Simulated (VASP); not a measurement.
Here is the system:

```
Zr
1.0
    1.58977    -2.75356     0.00000
    1.58977     2.75356     0.00000
    0.00000     0.00000     5.12533
Zr
2
Cartesian
  1.58977   0.91786   1.28133
  1.58977  -0.91786   3.84400
```

Computed with PBEsol GGA, VASP's PBE PAW potentials (set 64) (plane waves; VASP). Run with 480 eV cut-off, 12×12×8 Γ-centred mesh, first-order Methfessel-Paxton smearing of 0.10 eV, potentials Zr_sv.

Question: The ions, cell shape and volume at an external pressure of 2.0 GPa are relaxed. Predict the relaxed structure.

Answer: 
```
Zr
1.0
    1.58534    -2.74589     0.00000
    1.58534     2.74589     0.00000
    0.00000     0.00000     5.06544
Zr
2
Direct
  0.33333   0.66667   0.25000
  0.66667   0.33333   0.75000
```
Space group P6_3/mmc (194), at a tolerance of 0.03 Å.

Question: How do energy and volume change from the first to the last step?

Answer: The energy (σ→0) changes by +2.2 meV/atom and the volume by -1.7 %, in 5 ionic steps.

The compound is Zr in the hcp structure. This run relaxes it under an external pressure of 2 GPa. Symmetry was kept, so distortions that lower it aren't found.
